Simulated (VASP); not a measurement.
```
ZrN
1.0
    0.00000     2.29784     2.29784
    2.29784     0.00000     2.29784
    2.29784     2.29784     0.00000
Zr N
1 1
Cartesian
  0.00000   0.00000   0.00000
  2.29784   2.29784   2.29784
```

The numbers are results of PBE GGA, VASP's PBE PAW potentials (set 64) (plane waves; VASP), not measurements. Run with PREC = Normal, EDIFF = 1E-5, 450 eV cut-off, 15×15×15 Γ-centred mesh, first-order Methfessel-Paxton smearing of 0.10 eV, potentials Zr_sv N.

Task: What does the run give for the energy per atom (σ→0), band gap (on the k-mesh) with the smallest direct gap where there is one?

Result: 
The band gap (on the k-mesh) comes out as none (metal, semimetal or under 0.01 eV) and the energy per atom (σ→0) is -10.186 eV/atom.

Total energies compare only between runs with the same potentials, cut-off and functional.

The compound is ZrN in the rock salt structure. It was relaxed first. The electron count is odd and the run is not spin-polarised, which forces a metal.
